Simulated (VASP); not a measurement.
Level of theory: vdW-DF2, VASP's PBE PAW potentials (set 64) (plane waves; VASP 6.6.1).

A VASP calculation is set up with these files.

### POSCAR
```
Mo
1
   -1.6148014200     1.6148014200     1.6148014200
    1.6148014200    -1.6148014200     1.6148014200
    1.6148014200     1.6148014200    -1.6148014200
Mo
1
Direct
  0.0000000000   0.0000000000   0.0000000000
```

### INCAR
```
AGGAC = 0.0
ALGO = Normal
EDIFF = 1E-6
EDIFFG = -0.01
ENCUT = 520
GGA = ML
IBRION = 2
ISIF = 3
ISMEAR = 1
LASPH = .True.
LCHARG = .False.
LMAXMIX = 4
LREAL = .False.
LUSE_VDW = .True.
LWAVE = .False.
NELM = 100
NSW = 60
PREC = Accurate
SIGMA = 0.1
SYSTEM = Mo
ZAB_VDW = -1.8867
```

**KPOINTS**
```
Automatic mesh
0
Gamma
 14 14 14
```

POTCAR, in this order: Mo_sv (PBE.64 set). Program: vasp_std.

**Question.** What will the output report for the number of irreducible k-points (NKPTS), largest plane-wave count, number of space-group operations, FFT grid (NGX, NGY, NGZ)?

**Answer.** 
| Item | Value |
|---|---|
| number of irreducible k-points (NKPTS) | 104 |
| largest plane-wave count | 466 |
| number of space-group operations | 48 |
| FFT grid (NGX, NGY, NGZ) | 24 × 24 × 24 |

The compound is Mo in the bcc structure. This run relaxes it. Symmetry was kept, so distortions that lower it aren't found. The start is the result of an earlier pass.
